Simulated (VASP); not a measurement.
Crystal: C.

```
CELL_PARAMETERS angstrom
2.46100 0.00000 0.00000
-1.23050 2.13129 0.00000
0.00000 0.00000 7.37880
ATOMIC_POSITIONS crystal
C 0.00000 0.00000 0.25000
C 0.33333 0.66667 0.25000
C 0.00000 0.00000 0.75000
C 0.66667 0.33333 0.75000
```

The cell was built by a generator and needn't be a form met in nature.

Base run:

| Quantity | Value |
| --- | --- |
| Program | VASP 6.6.1 |
| Functional | optB88-vdW |
| Potentials or basis | VASP PAW PBE potentials, release 64 (C) |
| Cutoff | 520 eV |
| k mesh | 16 × 16 × 4 |
| Occupations | fermi-dirac, width 0.05 eV |
| Spin | no spin polarisation |

Its results: band gap on the k mesh 0.81 eV, direct; pressure 0.9 GPa.

The run is repeated on the same cell with these changes: functional from optB88-vdW to PBEsol. What comes out?

Band gap on the k mesh 0.82 eV, direct; pressure -0.1 GPa.

Caveats: the PAW data sets were made with another functional, which shifts forces and pressure a little; this functional lacks dispersion, which binds the layers, so the pressure and a relaxed spacing across them are unreliable (some runs).

A k mesh can miss the band edges.

Not every run made on this cell is shown here.
